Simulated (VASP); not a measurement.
# CuI (Marshite): GW quasiparticle gap, part 2 of 3

Aim: the quasiparticle gap of CuI (Marshite), and what it costs to get it. The cell is of the zinc-blende type, one of the forms listed for this formula. The start is a cell from a database of measured crystal structures.

VASP 6.6.1, plane waves and PAW; the level of theory is named at each step.

So far, gap on the k-mesh (eV): step 3 (empty bands) 1.11.

The database entry behind the starting cell differs from later determinations by our own check (about 0.15 % long (mineral sample)), so it need not match the best structure at ambient conditions.

### Step 4. G0W0, ENCUTGW 100, bands in the sums 128

This step: G0W0 on PBE; plane waves and PAW (Cu_GW, I_GW) (VASP 6.6.1).

One pass of GW corrects the levels to first order, with G and W from the starting orbitals.

File INCAR:

```
SYSTEM = CuI
PREC = Accurate
ENCUT = 440
ISMEAR = 0
SIGMA = 0.01
LREAL = .FALSE.
GGA = PE
NBANDS = 128
LASPH = .TRUE.
ALGO = EVGW0
NELMGW = 1
ENCUTGW = 100
NOMEGA = 48
PRECFOCK = Fast
NBANDSGW = 24
LWAVE = .FALSE.
LCHARG = .FALSE.
```

File POSCAR:

```
CuI
1.0
    0.0000000000      3.0315000000      3.0315000000
    3.0315000000      0.0000000000      3.0315000000
    3.0315000000      3.0315000000      0.0000000000
Cu I
1 1
Direct
    0.2500000000      0.2500000000      0.2500000000
    0.0000000000      0.0000000000      0.0000000000
```

File KPOINTS:

```
Automatic mesh
0
Gamma
6 6 6
0 0 0
```

The projector-augmented-wave data sets are Cu_GW and I_GW (PBE family, release 64).

Run with:

```bash
$ mpirun -np 8 vasp_std
```

Log:

```text
[banner, memory and clock lines left out]
running    8 mpi-ranks, on    1 nodes
 distrk:  each k-point on    8 cores,    1 groups
 distr:  one band on    1 cores,    8 groups

 POSCAR found type information on POSCAR CuI
 POSCAR found :  2 types and       2 ions
 [... a notice as in an earlier step ...]

|                                                                             |
|           W    W    AA    RRRRR   N    N  II  N    N   GGGG   !!!           |
|           W    W   A  A   R    R  NN   N  II  NN   N  G    G  !!!           |
|           W    W  A    A  R    R  N N  N  II  N N  N  G       !!!           |
|           W WW W  AAAAAA  RRRRR   N  N N  II  N  N N  G  GGG   !            |
|           WW  WW  A    A  R   R   N   NN  II  N   NN  G    G                |
|           W    W  A    A  R    R  N    N  II  N    N   GGGG   !!!           |
|                                                                             |
|     The default for ENCUTGWSOFT is different in this version of VASP.       |
|     please manually set ENCUTGWSOFT =100 in the INCAR file.                 |
|                                                                             |

 LDA part: xc-table for (Slater+PW92), standard interpolation
 found WAVECAR, reading the header
 POSCAR, INCAR and KPOINTS ok, starting setup
 FFT: planning ... GRIDC
 FFT: planning ... GRID_SOFT
 FFT: planning ... GRID
 reading WAVECAR
 the WAVECAR file was read successfully
 initial charge from wavefunction
 available memory per node:    151.32 GB, setting MAXMEM to    154950

 The Fermi energy was updated, please check that it is located mid-gap
 values below the HOMO (VB) or above the LUMO (CB) will cause erroneous energies
 E-fermi :   4.5210

 calculate exact exchange contribution
 the WAVEDER file was read successfully
energies w=
    0.000    0.000    0.477    0.000    0.952    0.000    1.423    0.000
    1.888    0.000    2.347    0.000    2.798    0.000    3.241    0.000
    3.676    0.000    4.102    0.000    4.521    0.000    4.934    0.000
    5.340    0.000    5.742    0.000    6.140    0.000    6.536    0.000
    6.931    0.000    7.328    0.000    7.727    0.000    8.131    0.000
    8.542    0.000    8.963    0.000    9.395    0.000    9.841    0.000
   10.306    0.000   10.791    0.000   11.303    0.000   11.845    0.000
   12.425    0.000   13.049    0.000   13.725    0.000   14.464    0.000
   15.281    0.000   16.191    0.000   17.218    0.000   18.389    0.000
   19.741    0.000   21.328    0.000   23.219    0.000   25.519    0.000
   28.381    0.000   32.042    0.000   36.891    0.000   43.616    0.000
   53.546    0.000   69.647    0.000  100.134    0.000  179.368    0.000
 responsefunction array rank=     144
 LDA part: xc-table for (Slater+PW92), standard interpolation

 min. memory requirement per mpi rank    270.0 MB, per node   2159.9 MB

 allocating   6 responsefunctions rank=   144
 shmem allocating  48 responsefunctions rank=   144
 response function shared by NCSHMEM nodes    1
 Doing            6  frequencies on each core in blocks of           48
NQ=   1    0.0000    0.0000    0.0000,
|.........|.........|.........|.........|.........|.........|.........|.........
 performed        560000 updates of chi_q(r,r)
 total number of BLAS operations         84.23 Gflops
NQ=   2    0.1667    0.0000    0.0000,
|.........|.........|.........|.........|.........|.........|.........|.........
 performed       1538000 updates of chi_q(r,r)
 total number of BLAS operations        214.53 Gflops
NQ=   3    0.3333    0.0000    0.0000,
|.........|.........|.........|.........|.........|.........|.........|.........
 performed       2516000 updates of chi_q(r,r)
 total number of BLAS operations        363.65 Gflops
NQ=   4    0.5000    0.0000    0.0000,
|.........|.........|.........|.........|.........|.........|.........|.........
 performed       3347000 updates of chi_q(r,r)
 total number of BLAS operations        459.42 Gflops
NQ=   5    0.1667    0.1667    0.0000,
|.........|.........|.........|.........|.........|.........|.........|.........
 performed       4325000 updates of chi_q(r,r)
 total number of BLAS operations        589.72 Gflops
NQ=   6    0.3333    0.1667    0.0000,
|.........|.........|.........|.........|.........|.........|.........|.........
 performed       5832000 updates of chi_q(r,r)
 total number of BLAS operations        806.22 Gflops
NQ=   7    0.5000    0.1667    0.0000,
|.........|.........|.........|.........|.........|.........|.........|.........
 performed       7339000 updates of chi_q(r,r)
 total number of BLAS operations        988.63 Gflops
NQ=   8   -0.3333    0.1667    0.0000,
|.........|.........|.........|.........|.........|.........|.........|.........
 performed       8846000 updates of chi_q(r,r)
 total number of BLAS operations       1186.18 Gflops
NQ=   9   -0.1667    0.1667    0.0000,
|.........|.........|.........|.........|.........|.........|.........|.........
 performed      10156000 updates of chi_q(r,r)
 total number of BLAS operations       1371.64 Gflops
NQ=  10    0.3333    0.3333    0.0000,
|.........|.........|.........|.........|.........|.........|.........|.........
 performed      11134000 updates of chi_q(r,r)
 total number of BLAS operations       1501.94 Gflops
NQ=  11    0.5000    0.3333    0.0000,
|.........|.........|.........|.........|.........|.........|.........|.........
 performed      12641000 updates of chi_q(r,r)
 total number of BLAS operations       1687.33 Gflops
NQ=  12   -0.3333    0.3333    0.0000,
|.........|.........|.........|.........|.........|.........|.........|.........
 performed      13951000 updates of chi_q(r,r)
 total number of BLAS operations       1843.38 Gflops
NQ=  13    0.5000    0.5000    0.0000,
|.........|.........|.........|.........|.........|.........|.........|.........
 performed      14696000 updates of chi_q(r,r)
 total number of BLAS operations       1923.61 Gflops
NQ=  14    0.5000    0.3333    0.1667,
|.........|.........|.........|.........|.........|.........|.........|.........
 performed      16387000 updates of chi_q(r,r)
 total number of BLAS operations       2131.67 Gflops
NQ=  15   -0.3333    0.3333    0.1667,
|.........|.........|.........|.........|.........|.........|.........|.........
 performed      17980000 updates of chi_q(r,r)
 total number of BLAS operations       2321.37 Gflops
NQ=  16   -0.3333    0.5000    0.1667,
|.........|.........|.........|.........|.........|.........|.........|.........
 performed      19296000 updates of chi_q(r,r)
 total number of BLAS operations       2483.34 Gflops
 resolving degeneracies of screened two electron integrals

 calculate QP shifts <psi_nk| G(iteration)W_0 |psi_nk>: iteration 1
 entering main loop
```

The job ended after 2.3 min (8 MPI ranks of Intel Xeon 6975P-C (Granite Rapids), shared host; peak memory 2.6 GiB; 15 min of CPU time).

Parts of OUTCAR (step 4):

```text
The static configuration has the point symmetry T_d .

 Found     16 irreducible k-points:

   k-points           NKPTS =     16   k-points in BZ     NKDIM =    216   number of bands    NBANDS=    128

   NELECT =      18.0000    total number of electrons

 E-fermi :   4.5210

 QP shifts <psi_nk| G(iteration)W_0 |psi_nk>: iteration 1
 for sc-GW calculations column KS-energies equals QP-energies in previous step
 and V_xc(KS)=  KS-energies - (<T + V_ion + V_H > + <T+V_H+V_ion>^1  + <V_x>^1)
 k-point   1 :       0.0000    0.0000    0.0000
  band No.  KS-energies  QP-energies   sigma(KS)   V_xc(KS)     V^pw_x(r,r')   Z            occupation Imag(sigma)
    ...
      6       2.1170       1.3102     -20.1429     -18.8732     -28.3566       0.6355       2.0000       0.2214
      7       3.9648       3.2386     -18.0224     -17.0007     -22.9810       0.7108       2.0000       0.1297
      8       3.9648       3.2386     -18.0224     -17.0007     -22.9810       0.7108       2.0000       0.1297
      9       3.9648       3.2386     -18.0224     -17.0007     -22.9810       0.7108       2.0000       0.1297
     10       5.0771       5.5133      -8.7673      -9.3204      -5.1192       0.7887       0.0000      -0.0661
     11       8.8508       9.1346      -8.9057      -9.2746      -4.8207       0.7692       0.0000      -0.1054
     12       8.8508       9.1346      -8.9057      -9.2746      -4.8207       0.7692       0.0000      -0.1054
     13       8.8508       9.1346      -8.9057      -9.2746      -4.8207       0.7692       0.0000      -0.1054
    ...

 k-point   2 :       0.1667    0.0000    0.0000
  band No.  KS-energies  QP-energies   sigma(KS)   V_xc(KS)     V^pw_x(r,r')   Z            occupation Imag(sigma)
    ...
      6       2.1082       1.3031     -20.1044     -18.8365     -28.3104       0.6350       2.0000       0.2222
      7       3.0977       2.3590     -18.6005     -17.5136     -24.7615       0.6797       2.0000       0.1634
      8       3.7721       3.0265     -18.0109     -16.9559     -23.1436       0.7067       2.0000       0.1344
      9       3.7721       3.0265     -18.0109     -16.9559     -23.1436       0.7067       2.0000       0.1344
     10       6.0094       6.4367      -9.2477      -9.7934      -5.5813       0.7830       0.0000      -0.0717
     11       8.8446       9.1116      -8.9726      -9.3190      -4.9769       0.7707       0.0000      -0.1068
     12       9.1983       9.5003      -9.0366      -9.4309      -4.8801       0.7659       0.0000      -0.1134
     13       9.1983       9.5003      -9.0366      -9.4309      -4.8801       0.7659       0.0000      -0.1134
    ...

 k-point   3 :       0.3333    0.0000    0.0000
  band No.  KS-energies  QP-energies   sigma(KS)   V_xc(KS)     V^pw_x(r,r')   Z            occupation Imag(sigma)
    ...
      6       2.1189       1.3168     -20.1303     -18.8685     -28.3574       0.6356       2.0000       0.2233
      7       2.4114       1.6230     -19.8403     -18.6174     -27.6567       0.6448       2.0000       0.2156
      8       3.4260       2.6503     -18.0307     -16.9162     -23.5073       0.6960       2.0000       0.1446
      9       3.4260       2.6503     -18.0307     -16.9162     -23.5073       0.6960       2.0000       0.1446
     10       6.1943       6.6129      -9.1189      -9.6547      -5.3742       0.7813       0.0000      -0.0769
     11       9.4570       9.7428      -9.1148      -9.4895      -5.0249       0.7629       0.0000      -0.1183
     12       9.4570       9.7428      -9.1148      -9.4895      -5.0249       0.7629       0.0000      -0.1183
     13      10.3788      10.6404      -8.8834      -9.2284      -4.4740       0.7583       0.0000      -0.1715
    ...

[... 7 parts as in an earlier step ...]

[... 5 further parts left out ...]
```

Numbers from this step:

- quasiparticle gap on the mesh: 2.275 eV
- smallest direct quasiparticle gap on the mesh: 2.275 eV
- gap of the starting orbitals on the mesh: 1.112 eV

GW takes the gap from 1.112 to 2.275 eV. Spin-orbit coupling is left out. The value holds for 128 bands, ENCUTGW = 100 eV and this mesh, and isn't shown to be converged in them.

### Step 5. Empty bands

This step: PBE; plane waves and PAW (Cu_GW, I_GW) (VASP 6.6.1).

The empty bands are made again, for the run that follows.

File INCAR:

```
SYSTEM = CuI
PREC = Accurate
ENCUT = 440
ISMEAR = 0
SIGMA = 0.01
LREAL = .FALSE.
GGA = PE
NBANDS = 216
LASPH = .TRUE.
ALGO = Exact
NELM = 1
LWAVE = .TRUE.
LCHARG = .FALSE.
LOPTICS = .TRUE.
NEDOS = 1000
CSHIFT = 0.1
```

POSCAR is that of step 4.

KPOINTS is that of step 4.

Run with:

```bash
$ mpirun -np 8 vasp_std
```

Log:

```text
[banner, memory and clock lines left out]
running    8 mpi-ranks, on    1 nodes
[...]
[... a notice as in an earlier step ...]

 LDA part: xc-table for (Slater+PW92), standard interpolation
 found WAVECAR, reading the header
  number of bands has changed, file:    15 present:   216
  trying to continue reading WAVECAR, but it might fail
 POSCAR, INCAR and KPOINTS ok, starting setup
[...]
reading WAVECAR
 random initialization beyond band           15
 the WAVECAR file was read successfully
 initial charge from wavefunction
 entering main loop
       N       E                     dE             d eps       ncg     rms          rms(c)
DIA:   1    -0.557535891827E+01   -0.55754E+01    0.00000E+00     0   0.000E+00
   1 F= -.55753589E+01 E0= -.55753589E+01  d E =-.401966-103
 writing wavefunctions
 optical routines
 imaginary and real dielectric function
 recalculating local potential from charge density
 direction            1
 direction            2
 direction            3
```

The job ended after 9 s (8 MPI ranks; peak memory 1.6 GiB).

OUTCAR, selected parts (step 5):

```text
  Total        0.0086614      0.0086614      0.0086614     -0.0000000      0.0000000      0.0000000
  in kB        0.2490544      0.2490544      0.2490544     -0.0000000      0.0000000      0.0000000
  external PRESSURE =       0.2490544 kB  Pullay stress =       0.0000000 kB

  FREE ENERGIE OF THE ION-ELECTRON SYSTEM (eV)
  ---------------------------------------------------
  free  energy   TOTEN  =        -5.5753589183 eV

  energy  without entropy=       -5.5753589183  energy(sigma->0) =       -5.57535892

[... 2 parts as in an earlier step ...]

[... 2 further parts left out ...]
[key lines of the parts left out:]
E-fermi :   4.1161
```

WAVECAR now holds 216 bands for 18 electrons.

### Step 6. G0W0, ENCUTGW 140, bands in the sums 216

This step: G0W0 on PBE; plane waves and PAW (Cu_GW, I_GW) (VASP 6.6.1).

ENCUTGW rises to 140 eV and the bands with it, to about the number of plane waves under that cutoff.

File INCAR:

```
SYSTEM = CuI
PREC = Accurate
ENCUT = 440
ISMEAR = 0
SIGMA = 0.01
LREAL = .FALSE.
GGA = PE
NBANDS = 216
LASPH = .TRUE.
ALGO = EVGW0
NELMGW = 1
ENCUTGW = 140
NOMEGA = 48
PRECFOCK = Fast
NBANDSGW = 24
LWAVE = .FALSE.
LCHARG = .FALSE.
```

POSCAR is that of step 5.

KPOINTS is that of step 5.

Run with:

```bash
$ mpirun -np 8 vasp_std
```

Log:

```text
[banner, memory and clock lines left out]
running    8 mpi-ranks, on    1 nodes
[...]
[... a notice as in an earlier step ...]

|                                                                             |
|           W    W    AA    RRRRR   N    N  II  N    N   GGGG   !!!           |
|           W    W   A  A   R    R  NN   N  II  NN   N  G    G  !!!           |
|           W    W  A    A  R    R  N N  N  II  N N  N  G       !!!           |
|           W WW W  AAAAAA  RRRRR   N  N N  II  N  N N  G  GGG   !            |
|           WW  WW  A    A  R   R   N   NN  II  N   NN  G    G                |
|           W    W  A    A  R    R  N    N  II  N    N   GGGG   !!!           |
|                                                                             |
|     The default for ENCUTGWSOFT is different in this version of VASP.       |
|     please manually set ENCUTGWSOFT =140 in the INCAR file.                 |
|                                                                             |

[...]
total number of BLAS operations       7440.05 Gflops
NQ=  12   -0.3333    0.3333    0.0000,
|.........|.........|.........|.........|.........|.........|.........|.........
 performed      23834000 updates of chi_q(r,r)
 total number of BLAS operations       8243.86 Gflops
NQ=  13    0.5000    0.5000    0.0000,
|.........|.........|.........|.........|.........|.........|.........|.........
 performed      25115000 updates of chi_q(r,r)
 total number of BLAS operations       8749.22 Gflops
NQ=  14    0.5000    0.3333    0.1667,
|.........|.........|.........|.........|.........|.........|.........|.........
 performed      27993000 updates of chi_q(r,r)
 total number of BLAS operations       9764.72 Gflops
NQ=  15   -0.3333    0.3333    0.1667,
|.........|.........|.........|.........|.........|.........|.........|.........
 performed      30705000 updates of chi_q(r,r)
 total number of BLAS operations      10703.56 Gflops
NQ=  16   -0.3333    0.5000    0.1667,
|.........|.........|.........|.........|.........|.........|.........|.........
 performed      32950000 updates of chi_q(r,r)
 total number of BLAS operations      11480.92 Gflops
 resolving degeneracies of screened two electron integrals

 calculate QP shifts <psi_nk| G(iteration)W_0 |psi_nk>: iteration 1
 entering main loop
[key lines of the parts left out:]
E-fermi :   4.5210
```

Run time: 3.9 min. Hardware: 8 MPI ranks; peak memory 3.3 GiB; 25 min of CPU time.

Parts of OUTCAR (step 6):

```text
 QP shifts <psi_nk| G(iteration)W_0 |psi_nk>: iteration 1
 for sc-GW calculations column KS-energies equals QP-energies in previous step
 and V_xc(KS)=  KS-energies - (<T + V_ion + V_H > + <T+V_H+V_ion>^1  + <V_x>^1)
 k-point   1 :       0.0000    0.0000    0.0000
  band No.  KS-energies  QP-energies   sigma(KS)   V_xc(KS)     V^pw_x(r,r')   Z            occupation Imag(sigma)
    ...
      6       2.1170       1.3534     -20.0792     -18.8732     -28.3566       0.6333       2.0000       0.2112
      7       3.9648       3.2066     -18.0706     -17.0007     -22.9810       0.7087       2.0000       0.1237
      8       3.9648       3.2066     -18.0706     -17.0007     -22.9810       0.7087       2.0000       0.1237
      9       3.9648       3.2066     -18.0706     -17.0007     -22.9810       0.7087       2.0000       0.1237
     10       5.0771       5.3843      -8.9308      -9.3204      -5.1192       0.7887       0.0000      -0.0675
     11       8.8508       9.0469      -9.0197      -9.2746      -4.8207       0.7692       0.0000      -0.0973
     12       8.8508       9.0469      -9.0197      -9.2746      -4.8207       0.7692       0.0000      -0.0973
     13       8.8508       9.0469      -9.0197      -9.2746      -4.8207       0.7692       0.0000      -0.0973
    ...

[... 1 part as in an earlier step ...]

[... 2 further parts left out ...]
[key lines of the parts left out:]
E-fermi :   4.5210
```

The gap is now 2.178 eV, -97 meV against the GW run before. Spin-orbit coupling is left out.

### Step 7. Empty bands

This step: PBE; plane waves and PAW (Cu_GW, I_GW) (VASP 6.6.1).

The empty bands are made again, for the run that follows.

File INCAR:

```
SYSTEM = CuI
PREC = Accurate
ENCUT = 440
ISMEAR = 0
SIGMA = 0.01
LREAL = .FALSE.
GGA = PE
NBANDS = 312
LASPH = .TRUE.
ALGO = Exact
NELM = 1
LWAVE = .TRUE.
LCHARG = .FALSE.
LOPTICS = .TRUE.
NEDOS = 1000
CSHIFT = 0.1
```

POSCAR is that of step 6.

KPOINTS is that of step 6.

Run with:

```bash
$ mpirun -np 8 vasp_std
```

Log:

```text
[banner, memory and clock lines left out]
running    8 mpi-ranks, on    1 nodes
[...]
[... a notice as in an earlier step ...]

 LDA part: xc-table for (Slater+PW92), standard interpolation
 found WAVECAR, reading the header
  number of bands has changed, file:    15 present:   312
  trying to continue reading WAVECAR, but it might fail
 POSCAR, INCAR and KPOINTS ok, starting setup
[...]
reading WAVECAR
 random initialization beyond band           15
 the WAVECAR file was read successfully
 initial charge from wavefunction
 entering main loop
       N       E                     dE             d eps       ncg     rms          rms(c)
[... 1 cycle as in an earlier step ...]
   1 F= -.55753589E+01 E0= -.55753589E+01  d E =-.208570E-42
 writing wavefunctions
 optical routines
 imaginary and real dielectric function
 recalculating local potential from charge density
 direction            1
 direction            2
 direction            3
```

The job ended after 9.6 s (8 MPI ranks; peak memory 1.6 GiB; 58 s of CPU time).

Parts of OUTCAR (step 7):

```text
  Total        0.0086614      0.0086614      0.0086614     -0.0000000      0.0000000     -0.0000000
  in kB        0.2490545      0.2490545      0.2490545     -0.0000000      0.0000000     -0.0000000
  external PRESSURE =       0.2490545 kB  Pullay stress =       0.0000000 kB

 POSITION                                       TOTAL-FORCE (eV/Angst)
 -----------------------------------------------------------------------------------
      1.51575      1.51575      1.51575        -0.000000     -0.000000      0.000000
      0.00000      0.00000      0.00000         0.000000      0.000000     -0.000000
 -----------------------------------------------------------------------------------
    total drift:                                0.000002      0.000002      0.000002

[... 3 parts as in an earlier step ...]

[... 2 further parts left out ...]
[key lines of the parts left out:]
E-fermi :   4.0591
```

WAVECAR now holds 312 bands for 18 electrons.

[end of part 2 of 3]

[Lines on the potential files, build, host, timing and source positions are cut from VASP's logs without a mark.]

[Logs are printed without paths, hosts, clocks, repeated set-up lines and the standing remarks that a program may print on its own settings, such as how far it seeks lower states.]

[Hosts, paths, dates, database ids (printed as entryN), source tags and the programs' standing remarks are cut or masked in the printed files.]

[Pressures printed for these runs are not shown converged in the cutoff: they can be off by several GPa and have the wrong sign.]
